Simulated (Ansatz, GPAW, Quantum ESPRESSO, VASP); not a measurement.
# BW2 (P1, 6 atoms in the cell) computed with different codes at matched settings

Self-consistent single point, at a second geometry (lattice scaled by 0.98). First geometry:

```xyz
6
Lattice="-2.7836 2.7836 2.3829 2.7836 -2.7836 2.3829 2.7836 2.7836 -2.3829" Properties=species:S:1:pos:R:3 pbc="T T T"
B      0.0285    -0.0632     1.1957
B      0.0202    -0.0438     3.6028
W      1.9425     1.0652     2.3447
W      0.9041     1.9347     0.0100
W     -1.0492     1.7593     2.3750
W      3.7212     0.9150     0.0035
```

Shared settings, as Ansatz (a quantum-chemistry and plane-wave program) writes them: kpoints.mp_grid.grid = 4 4 4; scf.occupations.method = gaussian; scf.occupations.width = 0.01 Ry. Potentials and cutoffs stand in the table.

```tsv
code	model	ΔF from the first geometry (meV/atom)	pressure (GPa)	largest force (eV/Å)	cutoff
Ansatz	LDA (PW92), default PAW files made with PBE	23.7	17.08	4.912	30.9 Ry
GPAW	LDA (Perdew-Wang 92), GPAW PAW datasets LDA (gpaw-data 1.0.1)	17.7	–	4.835	950 eV
VASP	LDA (PZ), VASP's LDA PAW potentials (set 64)	33.6	19.53	4.990	400 eV
Quantum ESPRESSO	LDA (PZ), GBRV 1.5 ultrasoft (LDA) pseudopotentials	27.8	14.90	4.983	40 Ry
```

For Quantum ESPRESSO (by 3.1 GPa) the energy change implies a higher mean pressure, against the two pressures, than for the other programs: a sign of finite-basis (Pulay) stress.

Size of the force on each atom (eV/Å): Sizes of forces hide their directions.

| code | B1 | B2 | W3 | W4 | W5 | W6 |
|---|---|---|---|---|---|---|
| Ansatz | 1.813 | 2.193 | 4.912 | 2.699 | 3.692 | 0.220 |
| GPAW | 1.784 | 2.158 | 4.835 | 2.655 | 3.604 | 0.228 |
| VASP | 1.831 | 2.217 | 4.990 | 2.763 | 3.775 | 0.223 |
| Quantum ESPRESSO | 1.835 | 2.224 | 4.983 | 2.727 | 3.767 | 0.218 |

A dash marks a value that a program does not give, or that is left out as unsure.

On Ansatz's run: spin-orbit coupling is off. Spin polarisation is off.

The spread over the programs that give each value: ΔF from the first geometry within 15.9 meV/atom; pressure within 4.63 GPa; largest force within 0.155 eV/Å.

Ansatz's pressure is given at a fixed set of plane waves, as the other plane-wave codes print theirs; with its correction for the finite basis it is 17.19 GPa. The pressure of GPAW is left out: its cutoff lies under the one at which its stress was checked. The same LDA comes in different parametrisations, which differ slightly. In the force vectors, GPAW (by 0.126) lies more than 0.08 eV/Å from the median of the plane-wave programs.

The shared mesh is coarse (it stands for a supercell whose shortest vector is 18 Å), so the values are not converged in it.

VASP's run is marked for a possible Pulay error in its stress at this cutoff; no cutoff test was made.

The starting cell comes from a database of computed structures (which also holds hypothetical and non-ambient phases and stackings), without a prior relaxation at this level. Its atoms were displaced at random from the sites of space group no. 140. For this run, on top of that: lattice scaled by 0.98.

Left out of this page: CP2K and SIESTA (not drawn, or without a comparable value).

Keys are those of Ansatz 0.2.
